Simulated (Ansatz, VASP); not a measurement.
# ZnSe (Stilleite) in two plane-wave programs

One calculation is typed for both programs; each brings its own data sets. How far apart do they land? The cell is taken from a series of runs on this material, whose earlier steps may have relaxed, scaled, displaced or heated it; both programs get it as it stands.

Program: Ansatz 0.2.0. Level of theory: plane waves, with VASP 6.6.1 beside it; zone-centre phonons at PBE. Results are calculated unless marked as measured.

## (1) The structure

The structure is cubic, space group F-43m (No. 216). The conventional cell has a = 5.694 Å, b = 5.694 Å, c = 5.694 Å, α = 90.00°, β = 90.00°, γ = 90.00°. Nearest to Zn lie 4 Se at 2.47 Å. Se has 4 Zn at 2.47 Å nearest. Farther neighbours and most contacts between anions are not listed.

## (2) Ansatz: zone-centre phonons, PBE, pair 1

Ansatz runs on its PAW soft_1 files.

Second derivatives magnify differences that forces hide, and they need a tight electronic threshold.

input.yaml

```yaml
crystal:
  lattice:
    - [0.0, 2.8470769112, 2.8470769112]
    - [2.8470769112, 0.0, 2.8470769112]
    - [2.8470769112, 2.8470769112, 0.0]
  atoms:
    - { symbol: Zn, position: [0.0, 0.0, 0.0] }
    - { symbol: Se, position: [0.75, 0.75, 0.75] }
kpoints:
  mp_grid: { grid: [12, 12, 12] }
hamiltonian:
  xc: pbe
  pseudopotentials: { kind: paw, azcp: { folder: soft_1 } }
scf:
  occupations: { method: fixed }
output:
  eigenvalues: true
phonons:
  method: dfpt
  dielectric: true
  rigid_motions: translations
```

Started as:

```bash
$ ansatz run input.yaml --threads 4 --pin off --max-ram 10240MiB --backend cpu --events-out ev --progress --plain --runs-dir out
```

Numbers of over 12 decimals in the logs are rounded to 6 here.

The program printed:

```text
Engine: ansatz 0.2.0, x86_64-unknown-linux-gnu
Pseudopotentials: kind: paw
Pseudopotential: Zn, paw, valence charge 12, recommended cutoff 420 eV (normal), soft_1/Zn.paw.azcp
Pseudopotential: Se, paw, valence charge 16, recommended cutoff 420 eV (normal), soft_1/Se.paw.azcp
Functional definition: PBE
  parameter kappa = 0.804
  parameter beta = 0.066725
  exchange = pbe_x(kappa = kappa, mu = beta*pi^2/3)
  correlation = pbe_c(beta = beta)
Crystal: 2 atoms, lattice volume = 46.156 Å³
Basis set: ecut = 420 eV, 893 PW (Γ), exchange–correlation on 54×54×54 points (8 copies of the dense FFT grid, shifted against one another)
Bands: 18, of which v1, the nominal top of the filled ones, is band 14 counted from 1 (13 counted from 0)
Symmetry: 24 space group operations
k-points: 280 of 1728 (irreducible under 4 space group operations, time reversal used)
Non-local potential: Zn, projectors of the file, l = 0: 2, l = 1: 2, l = 2: 3, l = 3: 1
Non-local potential: Se, projectors of the file, l = 0: 2, l = 1: 2, l = 2: 3, l = 3: 1
PAW form: soft (Blöchl's): semilocal exchange-correlation on the pseudo side does not see the compensation charge
PAW one-centre angular grid: Zn, 590 points (default); XC on 64 Gauss nodes
PAW one-centre angular grid: Se, 590 points (default); XC on 64 Gauss nodes
Initial density: superposition of atomic densities (chi_scale 0.1, normalization cell, long waves kept (reshape's long-wave potential 0.00 eV rms))
Initial wavefunctions: pseudopotential atomic-orbital guess
Functional: x = pbe(κ = 0.804, μ = 0.219515), c = pbe(β = 0.066725)
SCF iter   1: F=—  HF=-8789.884175 eV  |F-HF|=—  |Δ(HF+E_count)|=         —  Δρ=6.14e-2  dr2=1.07e0  ethr=3.10e-3  ⟨swp⟩=4.4  Hψ=24308  notcnv=0  defer=472
preconditioner: auto → none  [insulator: Δε(μ)=1.090 eV  Ē_g=12.723 eV  n_scr=14 (ndim 8)  ℏωp=23.2 eV  f_vac=0.065  ε∞_Penn≈4.3]
SCF iter   2: F=—  HF=-8789.637851 eV  |F-HF|=—  |Δ(HF+E_count)|=   2.46e-1  Δρ=2.55e-2  dr2=2.01e-1  ethr=3.10e-3  ⟨swp⟩=3.0  Hψ=11113  notcnv=0  defer=529
SCF iter   3: F=—  HF=-8789.550312 eV  |F-HF|=—  |Δ(HF+E_count)|=   8.75e-2  Δρ=1.22e-2  dr2=3.64e-2  ethr=7.19e-4  ⟨swp⟩=2.0  Hψ=10119  notcnv=0  defer=527
SCF iter   4: F=—  HF=-8789.544790 eV  |F-HF|=—  |Δ(HF+E_count)|=   5.52e-3  Δρ=2.78e-3  dr2=2.06e-3  ethr=1.30e-4  ⟨swp⟩=2.0  Hψ=10111  notcnv=0  defer=532
SCF iter   5: F=—  HF=-8789.545065 eV  |F-HF|=—  |Δ(HF+E_count)|=   2.76e-4  Δρ=1.01e-3  dr2=3.10e-4  ethr=7.36e-6  ⟨swp⟩=2.0  Hψ=8134  notcnv=0  defer=550
SCF iter   6: F=—  HF=-8789.545151 eV  |F-HF|=—  |Δ(HF+E_count)|=   8.57e-5  Δρ=6.20e-5  dr2=1.52e-6  ethr=1.11e-6  ⟨swp⟩=2.9  Hψ=9482  notcnv=0  defer=550
SCF iter   7: F=—  HF=-8789.545151 eV  |F-HF|=—  |Δ(HF+E_count)|=   5.65e-8  Δρ=2.66e-5  dr2=2.95e-7  ethr=5.41e-9  ⟨swp⟩=2.0  Hψ=8960  notcnv=0
SCF iter   8: F=—  HF=-8789.545151 eV  |F-HF|=—  |Δ(HF+E_count)|=   4.85e-8  Δρ=9.52e-6  dr2=2.23e-8  ethr=1.05e-9  ⟨swp⟩=2.0  Hψ=7280  notcnv=0
SCF iter   9: F=—  HF=-8789.545151 eV  |F-HF|=—  |Δ(HF+E_count)|=   1.81e-9  Δρ=9.23e-7  dr2=2.35e-10  ethr=7.96e-11  ⟨swp⟩=2.0  Hψ=7012  notcnv=0
SCF iter  10: F=-8789.545151 eV  HF=-8789.545151 eV  |F-HF|=3.64e-12  |Δ(HF+E_count)|=  7.64e-11  Δρ=6.22e-8  dr2=1.26e-12  ethr=1.00e-12  ⟨swp⟩=8.5  Hψ=31133  notcnv=0
SCF 1 converged in 10 iterations: F = -8789.545151 eV  dr2 = 1.26e-12
  greatest PAW one-centre occupation: 1.000 electrons in one spin orbital (limit 2), on the Se atom at site 1 (counted from 0), in its partial waves of l = 2
NSCF: frozen V_eff on 1 k-points
DFPT response loops at Γ: preconditioner auto → none (the input reference at scf.mixing.eps_inf says where Resta's filter doesn't serve); β = 0.50; Broyden in place of MSR1
── the response to a field inside a basis, on 14×14×14 k-points: an SCF that follows is theirs, and a resumed run solves both again ──
Bands: 15, of which v1, the nominal top of the filled ones, is band 14 counted from 1 (13 counted from 0)
k-points: 280
Initial density: handed on by an earlier stage of this run
Initial wavefunctions: pseudopotential atomic-orbital guess (no wavefunctions were taken with the density)
Eigensolver: Dense (280 Hₖ)
SCF iter   1: F=—  HF=-8789.543807 eV  |F-HF|=—  |Δ(HF+E_count)|=         —  Δρ=2.28e-4  dr2=8.48e-6  ethr=1.00e-1
preconditioner: auto → none  [insulator: Δε(μ)=1.319 eV  Ē_g=9.429 eV  n_scr=14 (ndim 8)  ℏωp=23.2 eV  f_vac=0.124  ε∞_Penn≈7.0]
SCF iter   2: F=—  HF=-8789.543806 eV  |F-HF|=—  |Δ(HF+E_count)|=   1.28e-6  Δρ=2.64e-4  dr2=1.38e-5  ethr=3.03e-8
SCF iter   3: F=—  HF=-8789.543813 eV  |F-HF|=—  |Δ(HF+E_count)|=   7.35e-6  Δρ=2.35e-4  dr2=1.48e-5  ethr=3.03e-8
SCF iter   4: F=-8789.543806 eV  HF=-8789.543806 eV  |F-HF|=1.90e-8  |Δ(HF+E_count)|=   7.35e-6  Δρ=1.35e-5  dr2=4.26e-8  ethr=3.03e-8
SCF 1 converged in 4 iterations: F = -8789.543806 eV  dr2 = 4.26e-8
DFPT response loops at Γ: mixed as the last ones told, above
WARN: field response: ε∞ stands inside a basis, on 14×14×14 points; the force constants stand on the 12×12×12 k-mesh, whose period is 12.34 times the interband length at k = (0.0000, 0.0000, 0.0000), direct gap 1.229 eV, under 14: take them and everything formed from them as unconverged, and compare with a denser kpoints.mp_grid
SCF converged after 10 iterations
Free energy (F): -8789.545151 eV
Harris-Foulkes:  -8789.545151 eV  (|F-HF|=3.64e-12)
Internal energy: -8789.545151 eV  (E = F + TS)
E sigma→0 (E₀):  -8789.545151 eV
Fermi energy:    6.353295 eV
--- Per-component energies (eV) ---
  E_band       = -392.370078
  E_kinetic    = 257.937167
  E_local      = -4861.037308  (includes V_loc(G=0)·N_el)
  E_nonlocal   = 466.099264
  E_hartree    = 2247.291480
  E_xc         = -163.381461
  E_vxc        = -141.191743  (∫ρ·V_xc dr)
  E_paw        = -4028.199553  (= ΣΔE_a)
  E_vpaw       = -608.759829  (= ΣTr[D̂ρ^β])
  E_aug_tail   = -0.000599  (compensation charges beyond the density's cutoff)
  E_ewald      = -2708.254141
  E_smearing   = -0.000000  (= −TS)
  E_closure    = 0.000000  (closes the sum)
  Σ components = -8789.545151   (vs F -8789.545151, Δ=0.00e0)
--- Band table (eV; the first three rows and the last of 280) ---
  k-point 0: bands = [... 10 lower, 0.2205, 6.3533, 6.3533, 6.3533, 7.5825, 12.1665, 12.1665, 12.1665]
  k-point 1: bands = [... 10 lower, 0.2197, 5.6110, 6.2841, 6.2841, 8.1942, 12.0946, 12.2859, 12.2859]
  k-point 2: bands = [... 10 lower, 0.2188, 4.4664, 6.1071, 6.1071, 8.8516, 12.2109, 12.5615, 12.5615]
  k-point 279: bands = [... 10 lower, 0.5094, 1.7366, 3.6501, 3.7562, 11.8334, 11.8369, 13.2908, 14.0679]
--- Phonons (Γ-DFPT): 2 representative perturbations + reference, on 280 of 1728 k-points (Σ response iterations 6) ---
  k mesh reduced under 4 symmetry operations, with k and −k counted as one. Each operation leaves every solved perturbation unchanged. A smaller set is not considered because the run solves the response to a homogeneous field
  ASR residual: 4.663e-5 → 0.000e0 eV/Å²; symmetrization residual: 3.587e-6 eV/Å²
  ASR residual per site (eV/Å²): 1.94e-5 4.66e-5
  Γ frequencies (cm⁻¹): 0.00 0.00 0.00 201.61 201.61 201.61
  ε∞ (high-frequency dielectric tensor):
        7.294579     0.000000    -0.000000
        0.000000     7.294579     0.000000
       -0.000000     0.000000     7.294579
  ε⁰ (static dielectric tensor: ions relaxed, cell fixed):
       10.433731    -0.000000    -0.000000
       -0.000000    10.433731     0.000000
       -0.000000     0.000000    10.433731
  ε⁰ − ε∞ (ionic part):
        3.139152    -0.000000    -0.000000
       -0.000000     3.139152     0.000000
       -0.000000     0.000000     3.139152
  softest optical mode at Γ: 201.61 cm⁻¹; the repairs (sum rule, projections) moved no ω² at Γ by more than (0.50 cm⁻¹)²
  Born effective charges Z* (e; rows j = field, columns β = displacement):
    site 0:
         2.06908   -0.00000   -0.00000
        -0.00000    2.06908   -0.00000
        -0.00000   -0.00000    2.06908
    site 1:
        -2.06908    0.00000    0.00000
         0.00000   -2.06908    0.00000
         0.00000    0.00000   -2.06908
  Z* charge neutrality: 5.208e-4 e pre-enforcement
  solved inside a basis spanned on kpoints, on 14×14×14 k-points transformed towards the longest dipole: ε∞ is read to err by 2.0e-2, Z* by 1.7e-2 e (field_mesh: kpoints solves on kpoints); Z* is corrected for what the basis lacks
  optical modes at Γ without the LO–TO term, one row a degenerate level:
      ω (cm⁻¹)  modes    IR ((D/Å)²/amu)
        201.61      3             8.2841
  optical modes at Γ + LO–TO along q̂ = [1.0000, 0.0000, 0.0000]:
      ω (cm⁻¹)  modes    IR ((D/Å)²/amu)
        201.61      2             5.5227
        241.12      1             2.7614
  optical modes at Γ + LO–TO along q̂ = [0.0000, 1.0000, 0.0000]:
      ω (cm⁻¹)  modes    IR ((D/Å)²/amu)
        201.61      2             5.5227
        241.12      1             2.7614
  optical modes at Γ + LO–TO along q̂ = [0.0000, 0.0000, 1.0000]:
      ω (cm⁻¹)  modes    IR ((D/Å)²/amu)
        201.61      2             5.5227
        241.12      1             2.7614
```

Reading the cycles: dr2 is the Hartree energy of the density residual (eV), the measure of convergence; HF is the Harris–Foulkes estimate of the energy, which meets the free energy F at convergence.

(Continued in part 2 of 3.)

[Lines on the potential files, build, host, timing and source positions are cut from VASP's logs without a mark.]

[Logs are printed without paths, hosts, clocks, repeated set-up lines and the standing remarks that a program may print on its own settings, such as how far it seeks lower states.]

[Hosts, paths, dates, database ids (printed as entryN), source tags and the programs' standing remarks are cut or masked in the printed files.]
